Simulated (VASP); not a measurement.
Given:

```xyz
5
Lattice="4.0826 0.0000 0.0000 0.0000 4.0826 0.0000 0.0000 0.0000 4.0826" Properties=species:S:1:pos:R:3 pbc="T T T"
K      0.0000     0.0000     0.0000
Zn     2.0413     2.0413     2.0413
F      2.0413     0.0000     2.0413
F      0.0000     2.0413     2.0413
F      2.0413     2.0413     0.0000
```

The numbers are results of rev-vdW-DF2, VASP's PBE PAW potentials (set 64) (plane waves; VASP 6.6.1), not measurements. Run with 520 eV cut-off, 5×5×5 Γ-centred mesh, Gaussian smearing of 0.050 eV, potentials K_sv Zn F.

Question: What does the run give for the energy per atom (σ→0)?

Answer: 
- energy per atom (σ→0): -212.7 kJ/mol of atoms

Only differences to runs with the same potentials and settings are physical.

The compound is KZnF3 in the cubic perovskite structure. It was relaxed first. The start is the result of an earlier pass.
